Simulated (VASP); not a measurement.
Computed with PBE GGA, VASP's PBE PAW potentials (set 64) (plane waves; VASP 6.6.1).

VASP input:

### POSCAR
```
SiC
1.0
  0.0000000000   2.1083803544   2.1083803544
  2.1083803544   0.0000000000   2.1083803544
  2.1083803544   2.1083803544   0.0000000000
Si C
1 1
Cart
  0.0000000000   0.0000000000   0.0000000000
  1.0541901772   1.0541901772   1.0541901772
```

KPOINTS:
```
Automatic mesh
0
Gamma
11 11 11
0 0 0
```

**INCAR**
```
SYSTEM  =  SiC
PREC  =  Accurate; ENCUT  =  620; LREAL  =  .FALSE.
LASPH  =  .TRUE.
EDIFF  =  1E-6; NELM  =  100; ALGO  =  Normal
ISMEAR  =  0; SIGMA  =  0.05
GGA  =  PE
IBRION  =  2; NSW  =  40; ISIF  =  3
EDIFFG  =  -0.02; PSTRESS  =  450
LWAVE  =  .FALSE.; LCHARG  =  .FALSE.
```

POTCAR, in this order: Si C (PBE.64 set). Program: vasp_std.

Energy and stress use the plane-wave basis of the starting cell.

Predict the energy per atom (σ→0), volume per atom.

```yaml
energy per atom (σ→0): -708.4 kJ/mol of atoms
volume_per_atom: 8.97 Å³/atom
```

OSZICAR:
```
...
DAV:   6    -0.146901231242E+02    0.48303E-05   -0.40716E-06  1144   0.185E-02    0.807E-03
DAV:   7    -0.146901235363E+02   -0.41210E-06   -0.66682E-07   528   0.543E-03
   3 F= -.96443694E+01 E0= -.96443694E+01  d E =-.391589E-01
       N       E                     dE             d eps       ncg     rms          rms(c)
DAV:   1    -0.146843484857E+02    0.57746E-02   -0.34804E-04   952   0.168E-01    0.224E-02
DAV:   2    -0.146843431424E+02    0.53434E-05   -0.13677E-05  1048   0.259E-02    0.117E-02
DAV:   3    -0.146843423319E+02    0.81047E-06   -0.24990E-06   816   0.110E-02
   4 F= -.96444029E+01 E0= -.96444029E+01  d E =-.391924E-01
```

The compound is SiC in the zinc blende structure. This run relaxes it under an external pressure of 45 GPa. Symmetry was kept, so distortions that lower it aren't found.
